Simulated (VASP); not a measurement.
Consider the following.

```
CdF2
1.0
    0.00000     2.62013     2.74104
    2.67553     0.00000     2.74104
    2.67553     2.62013     0.00000
Cd F
1 2
Cartesian
  0.00000   0.00000   0.00000
  1.33776   1.31007   1.37052
  4.09918   3.93020   4.11157
```

The numbers are results of PBE GGA, VASP's PBE PAW potentials (set 64) (plane waves; VASP 6.6.1), not measurements. Run with PREC = Low, 520 eV cut-off, 7×7×7 Γ-centred mesh, Gaussian smearing of 0.050 eV, potentials Cd F.

### Question
Give the force on each atom (eV/Å).

### Answer

| atom | Fx | Fy | Fz |
|---|---|---|---|
| Cd1 | 0.273 | 0.000 | 0.000 |
| F2 | 0.183 | 0.000 | 0.000 |
| F3 | -0.456 | 0.000 | 0.000 |

### Question
Give the stress tensor in GPa (positive for a compressed cell).

### Answer

```
 9.03   0.00   0.00
 0.00  11.12   1.22
 0.00   1.22   6.26
```
The pressure is its mean diagonal, 8.80 GPa.

The compound is CdF2 in the fluorite structure. The cell was not relaxed at this level, atoms are displaced from their ideal sites. The run is one of a series of settings (PREC = Low against the base run), some of them coarse on purpose.
